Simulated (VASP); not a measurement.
# SrTl2Ge2 (I4/mmm) in VASP: notebook

Aim: see how the results for SrTl2Ge2 move with the level of theory and the settings. Levels: PBE, PBEsol. Tasks: single point.

Everything below comes from runs of VASP 6.6.1. Logs are shortened: lines on timing, memory, paths and dates and some standing lists are left out, and cuts for length are marked.

## 1. Starting point

Symmetry: I4/mmm, No. 139, tetragonal system. The conventional cell has a = 4.763 Å, b = 4.763 Å, c = 11.613 Å, α = 90.00°, β = 90.00°, γ = 90.00°. Ge (site symmetry 4mm) is surrounded by 1 Ge at 2.65 Å and 4 Tl at 2.86 Å. Tl (site symmetry -4m2) is surrounded by 4 Ge at 2.86 Å. Around Sr (site symmetry 4/mmm) lie 8 Ge at 3.62 Å and 8 Tl at 3.75 Å.

The cell was built by a generator and needn't be a form met in nature.

## 2. Single point, PBE

INCAR reads:

```
PREC = Accurate ; ENCUT = 520
EDIFF = 1E-7 ; ISMEAR = -1
SIGMA = 0.1 ; LREAL = False
LASPH = True ; NELM = 80
ALGO = Fast ; ISIF = 2
LWAVE = False ; LCHARG = False
GGA = PE ; NBANDS = 40
```

KPOINTS reads:

```
Automatic mesh
0
Gamma
  4 4 4
```

POSCAR reads:

```
SrTl2Ge2
1.0
    0.0000000000      4.7627980000      0.0000000000
    4.7627980000      0.0000000000      0.0000000000
    2.3813990000      2.3813990000     -5.8063320000
Ge Tl Sr
2 2 1
Direct
    0.3860000000      0.3860000000      0.2280000000
    0.6140000000      0.6140000000      0.7720000000
    0.7500000000      0.2500000000      0.5000000000
    0.2500000000      0.7500000000      0.5000000000
    0.0000000000      0.0000000000      0.0000000000
```

Potentials or basis: VASP PAW PBE potentials, release 64 (Ge_d, Tl_d, Sr_sv).

The run is started by

```sh
$ cat potpaw_PBE.64/Ge_d/POTCAR potpaw_PBE.64/Tl_d/POTCAR potpaw_PBE.64/Sr_sv/POTCAR > POTCAR
$ mpirun -np 1 vasp_std > vasp.out
```

OUTCAR:

```text
PREC = Accurate
   ENCUT = 520
   EDIFF = 1E-7
   ISMEAR = -1
   LREAL = False
   LASPH = True
   NELM = 80
   ISIF = 2
   GGA = PE

 ion  position               nearest neighbor table
   1  0.386  0.386  0.228-   2 2.65   3 2.86   4 2.86   4 2.86   3 2.86   5 3.62   5 3.62   5 3.62
                             5 3.62
   2  0.614  0.614  0.772-   1 2.65   3 2.86   4 2.86   3 2.86   4 2.86   5 3.62   5 3.62   5 3.62
                             5 3.62
   3  0.750  0.250  0.500-   1 2.86   2 2.86   1 2.86   2 2.86   4 3.37   4 3.37   4 3.37   4 3.37
                             5 3.75   5 3.75   5 3.75   5 3.75
   4  0.250  0.750  0.500-   1 2.86   2 2.86   1 2.86   2 2.86   3 3.37   3 3.37   3 3.37   3 3.37
                             5 3.75   5 3.75   5 3.75   5 3.75
   5  0.000  0.000  0.000-   2 3.62   1 3.62   2 3.62   1 3.62   1 3.62   2 3.62   2 3.62   1 3.62
                             4 3.75   3 3.75   4 3.75   3 3.75   3 3.75   4 3.75   4 3.75   3 3.75

  LATTYP: Found a body centered tetragonal cell.
 ALAT       =     4.7627980000
 C/A-ratio  =     2.4382020821

  Lattice vectors:

 A1 = (  -2.3813990000,   2.3813990000,   5.8063320000)
 A2 = (   2.3813990000,  -2.3813990000,   5.8063320000)
 A3 = (   2.3813990000,   2.3813990000,  -5.8063320000)

Analysis of symmetry for initial positions (statically):
=====================================================================
 Subroutine PRICEL returns:
 Original cell was already a primitive cell.

 Routine SETGRP: Setting up the symmetry group for a
 body centered tetragonal supercell.

 Subroutine GETGRP returns: Found 16 space group operations
 (whereof 16 operations were pure point group operations)
 out of a pool of 16 trial point group operations.

The static configuration has the point symmetry D_4h.

Analysis of symmetry for dynamics (positions and initial velocities):
=====================================================================
 Subroutine PRICEL returns:
 Original cell was already a primitive cell.

 Routine SETGRP: Setting up the symmetry group for a
 body centered tetragonal supercell.

 Subroutine GETGRP returns: Found 16 space group operations
 (whereof 16 operations were pure point group operations)
 out of a pool of 16 trial point group operations.

The dynamic configuration has the point symmetry D_4h.

 Subroutine INISYM returns: Found 16 space group operations
 (whereof 16 operations are pure point group operations),
 and found     1 'primitive' translations

----------------------------------------------------------------------------------------

                                     Primitive cell

  volume of cell :     131.7123

  direct lattice vectors                    reciprocal lattice vectors
     0.000000000  4.762798000  0.000000000     0.000000000  0.209960616  0.086112885
     4.762798000  0.000000000  0.000000000     0.209960616  0.000000000  0.086112885
     2.381399000  2.381399000 -5.806332000     0.000000000  0.000000000 -0.172225770

  length of vectors
     4.762798000  4.762798000  6.712347852     0.226933667  0.226933667  0.172225770

  position of ions in fractional coordinates (direct lattice)
     0.386000000  0.386000000  0.228000000
     0.614000000  0.614000000  0.772000000
     0.750000000  0.250000000  0.500000000
     0.250000000  0.750000000  0.500000000
     0.000000000  0.000000000  0.000000000

  ion indices of the primitive-cell ions
   primitive index   ion index
                 1           1
                 2           2
                 3           3
                 4           4
                 5           5

----------------------------------------------------------------------------------------

 KPOINTS: Automatic mesh

Automatic generation of k-mesh.
 Grid dimensions read from file:
 generate k-points for:    4    4    4

 Generating k-lattice:

  Cartesian coordinates                     Fractional coordinates (reciprocal lattice)
     0.000000000  0.052490154  0.021528221     0.250000000  0.000000000  0.000000000
     0.052490154  0.000000000  0.021528221     0.000000000  0.250000000  0.000000000
     0.000000000  0.000000000 -0.043056443     0.000000000  0.000000000  0.250000000

  Length of vectors
     0.056733417  0.056733417  0.043056443

  Shift w.r.t. Gamma in fractional coordinates (k-lattice)
     0.000000000  0.000000000  0.000000000

 Subroutine IBZKPT returns following result:
 ===========================================

 Found     13 irreducible k-points:

 Following reciprocal coordinates:
            Coordinates               Weight
  0.000000  0.000000  0.000000      1.000000
  0.250000  0.000000  0.000000      8.000000
  0.500000  0.000000  0.000000      4.000000
  0.250000  0.250000  0.000000      8.000000
  0.500000  0.250000 -0.000000     16.000000
 -0.250000  0.250000  0.000000      4.000000
  0.500000  0.500000  0.000000      2.000000
  0.000000  0.000000  0.250000      2.000000
  0.500000  0.000000  0.250000      4.000000
 -0.250000  0.000000  0.250000      8.000000
  0.500000  0.500000  0.250000      2.000000
 -0.250000 -0.250000  0.250000      4.000000
  0.000000  0.000000  0.500000      1.000000
   k-points           NKPTS =     13   k-points in BZ     NKDIM =     13   number of bands    NBANDS=     40
   number of dos      NEDOS =    301   number of ions     NIONS =      5
   total plane-waves  NPLWV =  64800
   dimension x,y,z NGX =    36 NGY =   36 NGZ =   50
   dimension x,y,z NGXF=    72 NGYF=   72 NGZF=  100
   ions per type =               2   2   1
   NGX,Y,Z   is equivalent  to a cutoff of  12.57, 12.57, 12.38 a.u.
   NGXF,Y,Z  is equivalent  to a cutoff of  25.13, 25.13, 24.77 a.u.
 SYSTEM =  unknown system
   PREC   = accura    normal or accurate (medium, high low for compatibility)
   ISTART =      0    job   : 0-new  1-cont  2-samecut
   ICHARG =      2    charge: 1-file 2-atom 10-const
   ISPIN  =      1    spin polarized calculation?
   LNONCOLLINEAR =      F non collinear calculations
   LSORBIT =      F    spin-orbit coupling
   LASPH  =      T    aspherical Exc in radial PAW
   ENCUT  =  520.0 eV  38.22 Ry    6.18 a.u.   8.86  8.86 12.48*2*pi/ulx,y,z
   NELM   =     80;   NELMIN=  2; NELMDL= -5     # of ELM steps
   EDIFF  = 0.1E-06   stopping-criterion for ELM
   LREAL  =      F    real-space projection
   EDIFFG = 0.1E-05   stopping-criterion for IOM
   NSW    =      0    number of steps for IOM
   IBRION =     -1    ionic relax: 0-MD 1-quasi-New 2-CG
   NFREE  =      0    steps in history (QN), initial steepest desc. (CG)
   ISIF   =      2    stress and relaxation
   ISYM   =      2    0-nonsym 1-usesym 2-fastsym
   POTIM  = 0.5000    time-step for ionic-motion
   TEBEG  =    0.0;   TEEND  =   0.0 temperature during run
   PSTRESS=    0.0 pullay stress
   NELECT =      64.0000    total number of electrons
   NUPDOWN=      -1.0000    fix difference up-down
   EMIN   =  10.00;   EMAX   =-10.00  energy-range for DOS
   EFERMI =   0.00;   METHOD = LEGACY
   ISMEAR =    -1;   SIGMA  =   0.10  broadening in eV -4-tet -1-fermi 0-gaus
   EFERMI_NEDOS =   21; number of points for ismear=-14 and -15
   IALGO  =     68    algorithm
   IMIX   =      4    mixing-type and parameters
     AMIX     =   0.40;   BMIX     =  1.00
     AMIX_MAG =   1.60;   BMIX_MAG =  1.00
  volume/ion in A,a.u.               =      26.34       177.77
  Fermi-wavevector in a.u.,A,eV,Ry     =   1.287042  2.432157 22.537743  1.656477
  Thomas-Fermi vector in A             =   2.419080
   LORBIT       =      0    0 simple, 1 ext, 2 COOP (PROOUT), +10 PAW based schemes
   GGA     = PE    functional components
   LHFCALC =     F    Hartree Fock is set to
   AEXX    =    0.0000 exact exchange contribution
   IVDW    =     0    specifies the selected vdW correction
   LEPSILON=     F    determine dielectric tensor
   LRPA    =     F    only Hartree local field effects (RPA)
 non-spin polarized calculation
 RMM-DIIS sequential band-by-band and
  energy-cutoff  :      520.00
  volume of cell :      131.71
 maximum number of plane-waves:      3576
   NGX = 17   NGY = 17   NGZ = 25

 number of electron      64.0000005 magnetization

 Free energy of the ion-electron system (eV)
  ---------------------------------------------------
  ext. energy  EPLUGINS =         0.00000000
  ---------------------------------------------------
  free energy    TOTEN  =       -15.51624637 eV

  energy without entropy =      -15.43850317  energy(sigma->0) =      -15.47737477

 E-fermi :   5.7813     XC(G=0):  -9.9955

 val. band max:        5.7217546394   @ k =   0.0000   0.0000   0.0000
 cond. band min:       5.9498008339   @ k =  -0.2500  -0.2500   0.2500
 fundamental gap:      0.2280461945
 Fermi energy:         5.7813256336

 k-point     1 :       0.0000    0.0000    0.0000
  band No.  band energies     occupation
      1     -30.6084      2.00000
      2     -18.8216      2.00000
      3     -18.7764      2.00000
      4     -18.7764      2.00000
      5     -18.7403      2.00000
      6     -18.7366      2.00000
[... 32 lines left out ...]
     39      10.1936      0.00000
     40      10.2815      0.00000

 k-point     2 :       0.2500    0.0000    0.0000
  band No.  band energies     occupation
      1     -30.6078      2.00000
      2     -18.8216      2.00000
      3     -18.7768      2.00000
      4     -18.7765      2.00000
      5     -18.7402      2.00000
      6     -18.7366      2.00000
[... 32 lines left out ...]
     39       9.5383      0.00000
     40       9.7654      0.00000

 k-point     3 :       0.5000    0.0000    0.0000
  band No.  band energies     occupation
      1     -30.6073      2.00000
      2     -18.8215      2.00000
      3     -18.7772      2.00000
      4     -18.7766      2.00000
      5     -18.7401      2.00000
      6     -18.7366      2.00000
[... 380 lines left out ...]
  band No.  band energies     occupation
      1     -30.6073      2.00000
      2     -18.8215      2.00000
      3     -18.7775      2.00000
      4     -18.7767      2.00000
      5     -18.7403      2.00000
      6     -18.7362      2.00000
[... 32 lines left out ...]
     39       9.5378      0.00000
     40      10.4153      0.00000

 k-point    13 :       0.0000    0.0000    0.5000
  band No.  band energies     occupation
      1     -30.6083      2.00000
      2     -18.8218      2.00000
      3     -18.7769      2.00000
      4     -18.7769      2.00000
      5     -18.7412      2.00000
      6     -18.7357      2.00000
[... 32 lines left out ...]
     39       8.6861      0.00000
     40       8.8916      0.00000

------------------------ aborting loop because EDIFF is reached ----------------------------------------

  FORCE on cell =-STRESS in cart. coord.  units (eV):
  Direction    XX          YY          ZZ          XY          YZ          ZX
  --------------------------------------------------------------------------------------
  -------------------------------------------------------------------------------------
  Total        3.7579253      3.7579253      3.2402785      0.0000000     -0.0000000      0.0000000
  in kB       45.7122439     45.7122439     39.4154719      0.0000000     -0.0000000      0.0000000
  external PRESSURE =      43.6133199 kB  Pullay stress =       0.0000000 kB

 VOLUME and BASIS-vectors are now :
 -----------------------------------------------------------------------------
  energy-cutoff  :      520.00
  volume of cell :      131.71
      direct lattice vectors                 reciprocal lattice vectors
     0.000000000  4.762798000  0.000000000     0.000000000  0.209960616  0.086112885
     4.762798000  0.000000000  0.000000000     0.209960616  0.000000000  0.086112885
     2.381399000  2.381399000 -5.806332000     0.000000000  0.000000000 -0.172225770

 POSITION                                       TOTAL-FORCE (eV/Angst)
 -----------------------------------------------------------------------------------
      2.38140      2.38140     -1.32384         0.000000      0.000000      0.911451
      4.76280      4.76280     -4.48249        -0.000000     -0.000000     -0.911451
      2.38140      4.76280     -2.90317         0.000000      0.000000      0.000000
      4.76280      2.38140     -2.90317        -0.000000     -0.000000      0.000000
      0.00000      0.00000      0.00000        -0.000000     -0.000000      0.000000
 -----------------------------------------------------------------------------------
    total drift:                                0.000000      0.000000     -0.000000

  FREE ENERGIE OF THE ION-ELECTRON SYSTEM (eV)
  ---------------------------------------------------
  free  energy   TOTEN  =       -15.5162463713 eV

  energy  without entropy=      -15.4385031702  energy(sigma->0) =      -15.47737477
```

It took 4.4 min on 1 thread of AMD EPYC 9R45 (Zen 5), shared host; peak memory 0.24 GiB.

What came out:

```yaml
Free_energy: -15.5162 eV
Pressure: 4.4 GPa
Largest_force: 0.911 eV/Å
Band_gap_on_the_k_mesh: none (metal or under the smearing width)
```

Forces in eV/Å, atoms in the order of the input:
```
Ge   0.000  0.000  0.911
Ge   0.000  0.000 -0.911
Tl   0.000  0.000  0.000
Tl   0.000  0.000  0.000
Sr   0.000  0.000  0.000
```

Stress tensor (GPa, compression positive):
```
4.57 0.00 0.00
0.00 4.57 0.00
0.00 0.00 3.94
```

Levels at points of the mesh, in eV from the Fermi level:
| k point | band 30 | band 31 | band 32 | band 33 | band 34 | band 35 |
| --- | --- | --- | --- | --- | --- | --- |
| (0.00, 0.00, 0.00) | -2.56 | -0.72 | -0.72 | -0.06 | 0.32 | 0.95 |
| (0.50, 0.00, 0.00) | -1.53 | -1.49 | -0.59 | -0.12 | 0.38 | 1.70 |
| (0.50, 0.50, 0.00) | -3.03 | -2.20 | -0.56 | 0.52 | 1.18 | 2.95 |
| (0.00, 0.00, 0.50) | -2.71 | -1.52 | -0.47 | 0.66 | 0.66 | 2.08 |

The run has no spin-orbit coupling, so splittings on Tl are missing.

## 3. Single point, PBE

INCAR reads:

```
PREC = Accurate
ENCUT = 520
EDIFF = 1E-6
ISMEAR = -1
SIGMA = 0.1
LREAL = F
LASPH = T
NELM = 80
ALGO = Fast
ISIF = 2
LWAVE = F
LCHARG = T
GGA = PE
LELF = T
LVHAR = T
NBANDS = 40
```

KPOINTS reads:

```
regular mesh
0
Gamma
  4 4 4
```

POSCAR is that of step 2.

Potentials or basis: VASP PAW PBE potentials, release 64 (Ge_d, Tl_d, Sr_sv).

The run is started by

```sh
$ cat potpaw_PBE.64/Ge_d/POTCAR potpaw_PBE.64/Tl_d/POTCAR potpaw_PBE.64/Sr_sv/POTCAR > POTCAR
$ mpirun -np 1 vasp_std > vasp.out
```

OUTCAR:

```text
PREC = Accurate
   ENCUT = 520
   EDIFF = 1E-6
   ISMEAR = -1
   LREAL = F
   LASPH = T
   NELM = 80
   ISIF = 2
   GGA = PE

 ion  position               nearest neighbor table
   1  0.386  0.386  0.228-   2 2.65   3 2.86   4 2.86   4 2.86   3 2.86   5 3.62   5 3.62   5 3.62
                             5 3.62
   2  0.614  0.614  0.772-   1 2.65   3 2.86   4 2.86   3 2.86   4 2.86   5 3.62   5 3.62   5 3.62
                             5 3.62
   3  0.750  0.250  0.500-   1 2.86   2 2.86   1 2.86   2 2.86   4 3.37   4 3.37   4 3.37   4 3.37
                             5 3.75   5 3.75   5 3.75   5 3.75
   4  0.250  0.750  0.500-   1 2.86   2 2.86   1 2.86   2 2.86   3 3.37   3 3.37   3 3.37   3 3.37
                             5 3.75   5 3.75   5 3.75   5 3.75
   5  0.000  0.000  0.000-   2 3.62   1 3.62   2 3.62   1 3.62   1 3.62   2 3.62   2 3.62   1 3.62
                             4 3.75   3 3.75   4 3.75   3 3.75   3 3.75   4 3.75   4 3.75   3 3.75

  LATTYP: Found a body centered tetragonal cell.
 ALAT       =     4.7627980000
 C/A-ratio  =     2.4382020821

  Lattice vectors:

 A1 = (  -2.3813990000,   2.3813990000,   5.8063320000)
 A2 = (   2.3813990000,  -2.3813990000,   5.8063320000)
[... 174 lines left out ...]
 cond. band min:       5.9497106905   @ k =  -0.2500  -0.2500   0.2500
 fundamental gap:      0.2278682237
 Fermi energy:         5.7812558266

 k-point     1 :       0.0000    0.0000    0.0000
  band No.  band energies     occupation
      1     -30.6076      2.00000
      2     -18.8219      2.00000
      3     -18.7766      2.00000
      4     -18.7766      2.00000
      5     -18.7405      2.00000
      6     -18.7368      2.00000
[... 548 lines left out ...]
     39       8.6866      0.00000
     40       8.8921      0.00000

------------------------ aborting loop because EDIFF is reached ----------------------------------------

  FORCE on cell =-STRESS in cart. coord.  units (eV):
  Direction    XX          YY          ZZ          XY          YZ          ZX
  --------------------------------------------------------------------------------------
  -------------------------------------------------------------------------------------
  Total        3.7598894      3.7598894      3.2424579      0.0000000      0.0000000      0.0000000
  in kB       45.7361357     45.7361357     39.4419831      0.0000000      0.0000000      0.0000000
  external PRESSURE =      43.6380848 kB  Pullay stress =       0.0000000 kB

 VOLUME and BASIS-vectors are now :
 -----------------------------------------------------------------------------
  energy-cutoff  :      520.00
  volume of cell :      131.71
      direct lattice vectors                 reciprocal lattice vectors
     0.000000000  4.762798000  0.000000000     0.000000000  0.209960616  0.086112885
     4.762798000  0.000000000  0.000000000     0.209960616  0.000000000  0.086112885
     2.381399000  2.381399000 -5.806332000     0.000000000  0.000000000 -0.172225770

 POSITION                                       TOTAL-FORCE (eV/Angst)
 -----------------------------------------------------------------------------------
      2.38140      2.38140     -1.32384         0.000000      0.000000      0.911430
      4.76280      4.76280     -4.48249        -0.000000     -0.000000     -0.911430
      2.38140      4.76280     -2.90317         0.000000      0.000000      0.000000
      4.76280      2.38140     -2.90317        -0.000000     -0.000000      0.000000
      0.00000      0.00000      0.00000         0.000000      0.000000      0.000000
 -----------------------------------------------------------------------------------
    total drift:                                0.000000      0.000000     -0.000000

  FREE ENERGIE OF THE ION-ELECTRON SYSTEM (eV)
  ---------------------------------------------------
  free  energy   TOTEN  =       -15.5162364902 eV

  energy  without entropy=      -15.4384892994  energy(sigma->0) =      -15.47736289
```

OSZICAR:

```text
N       E                     dE             d eps       ncg     rms          rms(c)
DAV:   1     0.615446605909E+03    0.61545E+03   -0.31743E+04  1304   0.310E+03
DAV:   2     0.775579813097E+02   -0.53789E+03   -0.51517E+03  1040   0.895E+02
DAV:   3    -0.105619608468E+02   -0.88120E+02   -0.86248E+02  1168   0.185E+02
[... 33 lines left out ...]
RMM:  37    -0.155162319292E+02   -0.17960E-05   -0.13692E-05  1081   0.186E-02    0.332E-03
RMM:  38    -0.155162332466E+02   -0.13174E-05   -0.11956E-05   995   0.169E-02    0.302E-03
RMM:  39    -0.155162344082E+02   -0.11616E-05   -0.10327E-05   908   0.158E-02    0.282E-03
RMM:  40    -0.155162355022E+02   -0.10939E-05   -0.96081E-06   908   0.154E-02    0.273E-03
RMM:  41    -0.155162364902E+02   -0.98807E-06   -0.85458E-06   905   0.150E-02
   1 F= -.15516236E+02 E0= -.15477363E+02  d E =-.777472E-01
```

Wall time 2.5 min (1 thread of AMD EPYC 9R45 (Zen 5), shared host); peak memory 0.24 GiB.

Results:

| Property | Result |
| --- | --- |
| Free energy | -15.5162 eV |
| Pressure | 4.4 GPa |
| Largest force | 0.911 eV/Å |
| Band gap on the k mesh | none (metal or under the smearing width) |

Forces on the atoms (eV/Å):
```
Ge   0.000  0.000  0.911
Ge   0.000  0.000 -0.911
Tl   0.000  0.000  0.000
Tl   0.000  0.000  0.000
Sr   0.000  0.000  0.000
```

Stress tensor (GPa, compression positive):
```
4.57 0.00 0.00
0.00 4.57 0.00
0.00 0.00 3.94
```

Spin-orbit coupling is left out, which matters for the levels of Tl.

[end of part 1 of 2]
